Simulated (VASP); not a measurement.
An input for Quantum ESPRESSO's pw.x (written as the equivalent of a VASP run, and not itself run):

```
&CONTROL
  calculation = 'vc-relax'
  pseudo_dir = './pseudo'
  outdir = './out'
  tprnfor = .true.
  tstress = .true.
  nstep = 60
  forc_conv_thr = 0.00039
/
&SYSTEM
  ibrav = 0
  nat = 2
  ntyp = 2
  ecutwfc = 96
  occupations = 'smearing'
  smearing = 'methfessel-paxton'
  degauss = 0.00735
  input_dft = 'vdw-df2'
/
&ELECTRONS
  conv_thr = 7.3e-08
  electron_maxstep = 100
/
&IONS
/
&CELL
/
ATOMIC_SPECIES
  Al 26.982 Al.upf
  Co 58.933 Co.upf
CELL_PARAMETERS angstrom
     2.8894138   -0.0000000    0.0000000
    -0.0000000    2.8894138    0.0000000
     0.0000000   -0.0000000    2.8894138
ATOMIC_POSITIONS crystal
  Al   0.5000000  0.5000000  0.5000000
  Co   0.0000000  0.0000000  0.0000000
K_POINTS automatic
  11 11 11 0 0 0
```

Problem. Write the VASP files for the same calculation (vdW-DF2).

Solution. This is not unique; one that fits is 
**POSCAR**
```
CoAl
1.0
  2.8894138031   0.0000000000   0.0000000000
  0.0000000000   2.8894138031   0.0000000000
  0.0000000000   0.0000000000   2.8894138031
Al Co
1 1
Cart
  1.4447069016   1.4447069016   1.4447069016
  0.0000000000   0.0000000000   0.0000000000
```

### INCAR
```
# general
SYSTEM   = CoAl
PREC     = Accurate
ENCUT    = 520   # plane-wave cut-off (eV)
LREAL    = .False.   # projection in real space or not
LASPH    = .True.   # aspherical one-centre terms

# electronic loop
EDIFF    = 1E-6   # SCF stop (eV)
NELM     = 100
ALGO     = Normal   # blocked Davidson
LMAXMIX  = 4

# smearing
ISMEAR   = 1
SIGMA    = 0.1   # width (eV)

# functional
GGA      = ML
LUSE_VDW = .True.
AGGAC    = 0.0
ZAB_VDW  = -1.8867

# ions
IBRION   = 2   # conjugate gradients
NSW      = 60   # most ionic steps
ISIF     = 3   # ions, shape and volume
EDIFFG   = -0.01   # ionic stop

# output
LWAVE    = .False.
LCHARG   = .False.
```

### KPOINTS
```
Regular mesh
0
gamma
 11 11 11
```

POTCAR, in this order: Al Co (PBE.64 set). Program: vasp_std.

The two are equivalent in intent, not identical: the potentials are each code's own (VASP's PAW set, PseudoDojo norm-conserving files in pw.x), so ENCUT and ecutwfc are chosen apart and not converted; conv_thr bounds pw.x's estimated SCF error, while EDIFF bounds the energy change between steps; forc_conv_thr acts on force components and is met together with etot_conv_thr.

The compound is CoAl in the CsCl type structure. It was relaxed first. The start is the result of an earlier pass.
